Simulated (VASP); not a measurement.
Output of a VASP run:

**OUTCAR**
```
 ion  position               nearest neighbor table
   1  0.000  0.000  0.000-
   2  0.500  0.500  0.500-   3 2.06   4 2.06   5 2.06   5 2.06   3 2.06   4 2.06
   3  0.500  0.000  0.500-   2 2.06   2 2.06
   4  0.000  0.500  0.500-   2 2.06   2 2.06
   5  0.500  0.500  0.000-   2 2.06   2 2.06
  LATTYP: Found a simple cubic cell.
 ALAT       =     4.1212815462
 Subroutine PRICEL returns:
 Original cell was already a primitive cell.
 Subroutine GETGRP returns: Found 48 space group operations
The static configuration has the point symmetry O_h .
The dynamic configuration has the point symmetry O_h .
 Subroutine INISYM returns: Found 48 space group operations
 Subroutine IBZKPT returns following result:
 Found     10 irreducible k-points:

 Following reciprocal coordinates:
            Coordinates               Weight
  0.000000  0.000000  0.000000      1.000000
  0.200000  0.000000  0.000000      6.000000
  0.400000  0.000000  0.000000      6.000000
  0.200000  0.200000  0.000000     12.000000
  0.400000  0.200000  0.000000     24.000000
  0.400000  0.400000  0.000000     12.000000
  0.200000  0.200000  0.200000      8.000000
  0.400000  0.200000  0.200000     24.000000
  0.400000  0.400000  0.200000     24.000000
  0.400000  0.400000  0.400000      8.000000
   k-points           NKPTS =     10   k-points in BZ     NKDIM =     10   number of bands    NBANDS=     25
   number of dos      NEDOS =    301   number of ions     NIONS =      5
   total plane-waves  NPLWV =  32768
   dimension x,y,z NGX =    32 NGY =   32 NGZ =   32
   dimension x,y,z NGXF=    64 NGYF=   64 NGZF=   64
   ions per type =               1   1   3
   PREC   = accura    normal or accurate (medium, high low for compatibility)
   ISTART =      0    job   : 0-new  1-cont  2-samecut
   ICHARG =      2    charge: 1-file 2-atom 10-const
   ISPIN  =      1    spin polarized calculation?
   LNONCOLLINEAR =      F non collinear calculations
   LSORBIT =      F    spin-orbit coupling
   INIWAV =      1    electr: 0-lowe 1-rand  2-diag
   ENCUT  =  520.0 eV  38.22 Ry    6.18 a.u.   7.66  7.66  7.66*2*pi/ulx,y,z
   NELM   =    100;   NELMIN=  2; NELMDL= -5     # of ELM steps
   EDIFF  = 0.1E-05   stopping-criterion for ELM
   LREAL  =      F    real-space projection
   NLSPLINE    = F    spline interpolate recip. space projectors
   LMAXMIX     =    4 max onsite mixed and CHGCAR
   VOSKOWN=      0    Vosko Wilk Nusair interpolation
   EDIFFG = -.2E-01   stopping-criterion for IOM
   NSW    =     60    number of steps for IOM
   NBLOCK =      1;   KBLOCK =     60    inner block; outer block
   IBRION =      2    ionic relax: 0-MD 1-quasi-New 2-CG
   NFREE  =      1    steps in history (QN), initial steepest desc. (CG)
   ISIF   =      3    stress and relaxation
   ISYM   =      2    0-nonsym 1-usesym 2-fastsym
   TEIN   =    0.0    initial temperature
   TEBEG  =    0.0;   TEEND  =   0.0 temperature during run
   SMASS  =  -3.00    Nose mass-parameter (am)
   PSTRESS=    0.0 pullay stress
   NELECT =      42.0000    total number of electrons
   EFERMI =   0.00;   METHOD = LEGACY
   ISMEAR =     0;   SIGMA  =   0.05  broadening in eV -4-tet -1-fermi 0-gaus
   IALGO  =     38    algorithm
   LDIAG  =      T    sub-space diagonalisation (order eigenvalues)
   IMIX   =      4    mixing-type and parameters
     AMIX     =   0.40;   BMIX     =  1.00
     AMIX_MAG =   1.60;   BMIX_MAG =  1.00
     AMIN     =   0.10
   GGA     = 91    functional components
   VOSKOWN =     0    Vosko Wilk Nusair interpolation
   LHFCALC =     F    Hartree Fock is set to
   LHFONE  =     F    Hartree Fock one center treatment
   AEXX    =    0.0000 exact exchange contribution
   IVDW    =     0    specifies the selected vdW correction
   LEPSILON=     F    determine dielectric tensor
   LRPA    =     F    only Hartree local field effects (RPA)
  energy-cutoff  :      520.00
  volume of cell :       70.00
      direct lattice vectors                 reciprocal lattice vectors
...
```

**OSZICAR**
```
       N       E                     dE             d eps       ncg     rms          rms(c)
DAV:   1     0.449331557325E+03    0.44933E+03   -0.23239E+04   500   0.201E+03
DAV:   2     0.128112618980E+02   -0.43652E+03   -0.42811E+03   588   0.479E+02
DAV:   3    -0.221525268929E+02   -0.34964E+02   -0.34826E+02   609   0.152E+02
DAV:   4    -0.229528583881E+02   -0.80033E+00   -0.79963E+00   767   0.213E+01
DAV:   5    -0.229661361787E+02   -0.13278E-01   -0.13270E-01   664   0.222E+00    0.113E+01
DAV:   6    -0.205153848000E+02    0.24508E+01   -0.90828E+00   711   0.415E+01    0.673E+00
DAV:   7    -0.205885325462E+02   -0.73148E-01   -0.16318E+00   528   0.867E+00    0.442E+00
DAV:   8    -0.206065240037E+02   -0.17991E-01   -0.64899E-01   642   0.168E+01    0.170E+00
DAV:   9    -0.205662112902E+02    0.40313E-01   -0.11104E-01   758   0.978E+00    0.678E-01
DAV:  10    -0.205619122413E+02    0.42990E-02   -0.95327E-02   738   0.753E+00    0.302E-01
DAV:  11    -0.205615291563E+02    0.38308E-03   -0.14819E-02   717   0.162E+00    0.879E-02
DAV:  12    -0.205616231898E+02   -0.94033E-04   -0.63624E-04   591   0.209E-01    0.872E-02
DAV:  13    -0.205616375923E+02   -0.14403E-04   -0.24207E-04   613   0.441E-01    0.807E-02
DAV:  14    -0.205616057444E+02    0.31848E-04   -0.16168E-04   742   0.414E-01    0.510E-02
DAV:  15    -0.205615793385E+02    0.26406E-04   -0.12304E-04   542   0.939E-02    0.200E-02
DAV:  16    -0.205615766891E+02    0.26493E-05   -0.43988E-06   541   0.343E-02    0.138E-02
DAV:  17    -0.205615741605E+02    0.25286E-05   -0.57142E-06   575   0.358E-02    0.584E-03
DAV:  18    -0.205615737385E+02    0.42197E-06   -0.14415E-06   292   0.157E-02
   1 F= -.20561574E+02 E0= -.20561574E+02  d E =-.205616E+02
```

**OUTCAR**
```
------------------------ aborting loop because EDIFF is reached ----------------------------------------
  FORCE on cell =-STRESS in cart. coord.  units (eV):
  Direction    XX          YY          ZZ          XY          YZ          ZX
  --------------------------------------------------------------------------------------
  Total        0.0391351      0.0391351      0.0391351      0.0000000      0.0000000      0.0000000
  in kB        0.8957363      0.8957363      0.8957363      0.0000000      0.0000000      0.0000000
  external PRESSURE =       0.8957363 kB  Pullay stress =       0.0000000 kB
  volume of cell :       70.00
      direct lattice vectors                 reciprocal lattice vectors
     4.121281546  0.000000000  0.000000000     0.242642971  0.000000000  0.000000000
     0.000000000  4.121281546  0.000000000     0.000000000  0.242642971  0.000000000
     0.000000000  0.000000000  4.121281546     0.000000000  0.000000000  0.242642971
 POSITION                                       TOTAL-FORCE (eV/Angst)
 -----------------------------------------------------------------------------------
      0.00000      0.00000      0.00000         0.000000      0.000000      0.000000
      2.06064      2.06064      2.06064         0.000000      0.000000      0.000000
      2.06064      0.00000      2.06064         0.000000      0.000000      0.000000
      0.00000      2.06064      2.06064         0.000000      0.000000      0.000000
      2.06064      2.06064      0.00000         0.000000      0.000000      0.000000
 -----------------------------------------------------------------------------------
    total drift:                                0.000000     -0.000000     -0.000000
  FREE ENERGIE OF THE ION-ELECTRON SYSTEM (eV)
  ---------------------------------------------------
  free  energy   TOTEN  =       -20.5615737385 eV

  energy  without entropy=      -20.5615737385  energy(sigma->0) =      -20.56157374

 reached required accuracy - stopping structural energy minimisation
```
(Selected blocks of OUTCAR.)

POSCAR:
```
KZnF3
1
    4.1212815462    -0.0000000000    -0.0000000000
    0.0000000000     4.1212815462    -0.0000000000
   -0.0000000000     0.0000000000     4.1212815462
K Zn F
1 1 3
Direct
  0.0000000000   0.0000000000   0.0000000000
  0.5000000000   0.5000000000   0.5000000000
  0.5000000000   0.0000000000   0.5000000000
  0.0000000000   0.5000000000   0.5000000000
  0.5000000000   0.5000000000   0.0000000000
```

Question: Write an INCAR and KPOINTS that could have produced this output.

Answer: This is not unique; one that fits is the input of the run itself, PW91 GGA, plane waves, VASP's PBE PAW potentials (set 64).

File KPOINTS:
```
K-points
0
gamma
  5 5 5
0 0 0
```

**INCAR**
```
# general
SYSTEM  = KZnF3
PREC    = Accurate
ENCUT   = 520
LREAL   = .FALSE.
LASPH   = .TRUE.

# electronic loop
EDIFF   = 1E-6
NELM    = 100
ALGO    = Normal
LMAXMIX = 4

# smearing
ISMEAR  = 0
SIGMA   = 0.05

# functional
GGA     = 91

# ions
IBRION  = 2
NSW     = 60
ISIF    = 3
EDIFFG  = -0.02

# output
LWAVE   = .FALSE.
LCHARG  = .FALSE.
```

POTCAR, in this order: K_sv Zn F (PBE.64 set). Program: vasp_std.

The compound is KZnF3 in the cubic perovskite structure. It was relaxed first, which changed the volume by +5 %. The start is the result of an earlier pass.
